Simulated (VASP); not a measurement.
Runs of VASP 6.6.1 on MoS2. Symmetry: P6_3/mmc, No. 194, hexagonal system. Conventional cell: a = 3.161 Å, b = 3.161 Å, c = 11.680 Å, α = 90.00°, β = 90.00°, γ = 120.00°. Mo (site symmetry -6m2) has 6 S at 2.40 Å as nearest neighbours. S (site symmetry 3m) is surrounded by 3 Mo at 2.40 Å. The cell was built by a generator and needn't be a form met in nature.

| level | gap on the mesh (eV) | pressure (GPa) | largest force (eV/Å) |
| --- | --- | --- | --- |
| SCAN+rVV10 | (c) | 1.1 | 0.44 |
| rev-vdW-DF2 | 0.66 | 2.2 | 0.09 |
| optB88-vdW | 0.68 | (d) | (b) |
| vdW-DF | 0.73 | (a) | 0.16 |

Alike in all rows: task single point; potentials or basis VASP PAW PBE potentials, release 64 (Mo_sv, S); no spin polarisation; cell as given; k mesh 8 × 8 × 2; cutoff (eV) 520; smearing fermi-dirac 0.05 eV.

**Question.** Estimate the missing entries.

**Answer.** (a) 10.2; (b) 0.02; (c) 0.78; (d) 5.0.

Caveats: the PAW data sets were made with another functional, which shifts forces and pressure a little.

A k mesh can miss the band edges, and the runs leave out spin-orbit coupling on Mo.

Runs at the PBE level aren't shown here.
